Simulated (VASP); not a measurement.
The system is MoS2.

```
Mo S
1.0
     3.16900    0.00000    0.00000
    -1.58450    2.74443    0.00000
     0.00000    0.00000   12.32400
Mo S
2 4
Direct
  0.33333 0.66667 0.25000
  0.66667 0.33333 0.75000
  0.33333 0.66667 0.62300
  0.66667 0.33333 0.12300
  0.33333 0.66667 0.87700
  0.66667 0.33333 0.37700
```

| Item | Value |
| --- | --- |
| Program | VASP 6.6.1 |
| Task | relaxation of cell and atoms |
| Functional | PBE |
| Potentials or basis | VASP PAW PBE potentials, release 64 (Mo_sv, S) |
| Cutoff | 600 eV |
| k mesh | 12 × 12 × 3 |
| Occupations | gaussian, width 0.03 eV |
| Spin | no spin polarisation |

At the start: pressure 1.8 GPa; volume 17.86 Å³/atom.

Question: How do energy, volume and symmetry change on relaxing?

Answer: Over 30 steps the energy falls by 15.4 meV/atom and the volume is 20.97 Å³/atom (+17.4 %); space group P6_3/mmc (No. 194, to 0.05 Å).

Step by step:
```
step  energy change (eV)  largest force (eV/Å)  pressure (GPa)  volume (Å³)
   1              0.0000                0.0787            1.84       107.18
   2             -0.0015                0.4792           -2.05       110.41
   3             -0.0099                0.2915           -0.20       108.85
   4             -0.0225                0.1768           -0.19       109.79
   5             -0.0311                0.0806           -0.02       111.87
   6             -0.0372                0.0753           -0.07       112.36
   7             -0.0525                0.0618           -0.21       113.84
   8             -0.0728                0.0454           -0.31       116.80
   9             -0.0894                0.0720            0.00       122.66
  10             -0.0911                0.0964            0.25       125.35
  11             -0.0851                0.2081            1.01       130.70
  12             -0.0031                0.7818           -4.25       137.63
  13             -0.0890                0.0200           -0.02       131.94
  14             -0.0890                0.0240           -0.02       131.91
  15             -0.0880                0.1176            0.51       131.31
  16             -0.0890                0.0279            0.02       131.89
  17             -0.0891                0.0208            0.05       131.65
  18             -0.0893                0.0069            0.11       131.20
  19             -0.0894                0.0015            0.08       131.16
  20             -0.0896                0.0140           -0.03       131.05
  21             -0.0898                0.0453           -0.24       130.82
  22             -0.0898                0.0443           -0.23       130.77
  23             -0.0900                0.0396           -0.23       130.62
  24             -0.0903                0.0301           -0.23       130.30
  25             -0.0908                0.0114           -0.21       129.68
  26             -0.0912                0.0293           -0.14       128.43
  27             -0.0915                0.0344           -0.06       127.89
  28             -0.0920                0.0509            0.22       126.28
  29             -0.0923                0.0121           -0.04       125.77
  30             -0.0923                0.0037            0.00       125.84
```

Final structure:
```cif
data_structure
_symmetry_space_group_name_H-M 'P 1'
_symmetry_Int_Tables_number 1
_cell_length_a 3.1841
_cell_length_b 3.1841
_cell_length_c 14.3322
_cell_angle_alpha 90.000
_cell_angle_beta 90.000
_cell_angle_gamma 120.000
_cell_volume 125.84
loop_
_atom_site_label
_atom_site_type_symbol
_atom_site_fract_x
_atom_site_fract_y
_atom_site_fract_z
_atom_site_occupancy
Mo1 Mo 0.33333 0.66667 0.25000 1
Mo2 Mo 0.66667 0.33333 0.75000 1
S1 S 0.33333 0.66667 0.64099 1
S2 S 0.66667 0.33333 0.14099 1
S3 S 0.33333 0.66667 0.85901 1
S4 S 0.66667 0.33333 0.35901 1
```

Caveat: the volume moved by over 15 % at a fixed basis, so the end points are rough; this functional lacks dispersion, which binds the layers, so the pressure and a relaxed spacing across them are unreliable, and here the layers came unbound; the volume moved by +17 % from the deposited cell, more than functionals usually miss.
